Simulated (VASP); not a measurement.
Energy against volume of SiO$_{2}$ (rutile). All values below come from rev-vdW-DF2, VASP's PBE PAW potentials (set 64) (plane waves; VASP 6.6.1). Settings: 520 eV cut-off, 5×5×8 Γ-centred mesh, Gaussian smearing of 0.050 eV, potentials Si O.

Shape and ions are relaxed at each volume.

```tsv
V (Å³/atom)	E (eV/atom)
7.469	-6.55345
7.708	-6.57578
7.946	-6.58299
8.184	-6.57765
```

Question: Fit these four points and predict the energy of the run at 8.423 Å³/atom.

Answer: A cubic in V^(−2/3), the third-order Birch-Murnaghan form, passes through the four points with V0 = 7.96 Å³/atom and B0 = 279 GPa, and gives -6.5617 eV/atom there. The run gave -6.5620 eV/atom, -0.3 meV/atom from the fit; all five points give B0 = 278 GPa.

The compound is SiO2 in the rutile structure, stishovite, a high-pressure form. It was relaxed first.
